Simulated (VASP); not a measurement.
## Te2W: computed properties

All values below come from PBEsol GGA, VASP's PBE PAW potentials (set 64) (plane waves; VASP).

```yaml
space_group: P-6m2 (187)
cell: a = b = 3.496 Å, c = 17.510 Å, α = β = 90.00°, γ = 120.00°
band gap (over mesh and band path): 1.20 eV
smallest direct gap (over mesh and band path): 1.20 eV
band_edge_character_without_spin_orbit_coupling: direct, K to K
band_gap_with_spin_orbit_coupling: 0.88 eV
optical Γ-point spectrum: 122 (×2), 179, 198 (×2), 247 cm⁻¹
```

```
CELL_PARAMETERS angstrom
      3.49568     0.00000     0.00000
     -1.74784     3.02735     0.00000
      0.00000     0.00000    17.50991
ATOMIC_POSITIONS crystal
  Te 0.33333 0.66667 0.89647
  Te 0.33333 0.66667 0.10353
  W  0.00000 0.00000 0.00000
```

The cell holds vacuum, so volume and density refer to the whole cell.  The cell holds a wide vacuum, so values per volume refer to the whole cell. Unless said otherwise, spin-orbit coupling is left out, though it shifts the bands of the heavy elements here.

The cell is a sheet with vacuum, built from a database entry that may be metastable or hypothetical.
